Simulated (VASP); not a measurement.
Ta4O:

```
CELL_PARAMETERS angstrom
3.25750 0.00000 0.00000
0.00000 3.25750 0.00000
0.00000 0.00000 7.40934
ATOMIC_POSITIONS crystal
Ta 0.00000 0.00000 0.00000
Ta 0.50000 0.50000 0.21684
Ta 0.50000 0.50000 0.78316
Ta 0.00000 0.00000 0.50000
O 0.50000 0.50000 0.50000
```

The cell comes from a database or a generator and needn't be the stable form of this composition.

- Program: VASP 6.6.1
- Task: single point
- Functional: PBE
- Potentials or basis: VASP PAW PBE potentials, release 64 (Ta_pv, O)
- Cutoff: 520 eV
- k mesh: 8 × 8 × 4
- Occupations: fermi-dirac, width 0.05 eV
- Spin: no spin polarisation

On this cell: pressure -0.5 GPa; largest force 0.052 eV/Å; band gap on the k mesh none (metal or under the smearing width).

The same run follows on a disturbed copy (atoms moved at random, drawn with an rms of 0.05 Å):

```
CELL_PARAMETERS angstrom
3.25750 0.00000 0.00000
0.00000 3.25750 0.00000
0.00000 0.00000 7.40934
ATOMIC_POSITIONS crystal
Ta 0.00120 0.99201 0.00048
Ta 0.49537 0.49767 0.21884
Ta 0.49340 0.50702 0.78631
Ta 0.99668 0.01278 0.49143
O 0.49286 0.49179 0.49575
```

What changes?

The energy (extrapolated to zero smearing) moves by +13.0 meV/atom; pressure 0.1 GPa; largest force 1.017 eV/Å; band gap on the k mesh none (metal or under the smearing width).

Forces in eV/Å, atoms in the order of the input:
```
Ta  -0.302  0.457  0.100
Ta   0.169 -0.048 -0.809
Ta   0.204 -0.302 -0.693
Ta  -0.090 -0.333  0.410
O    0.019  0.225  0.992
```

Stress tensor (GPa, compression positive):
```
 0.18  0.06 -0.10
 0.06 -0.05  0.32
-0.10  0.32  0.11
```
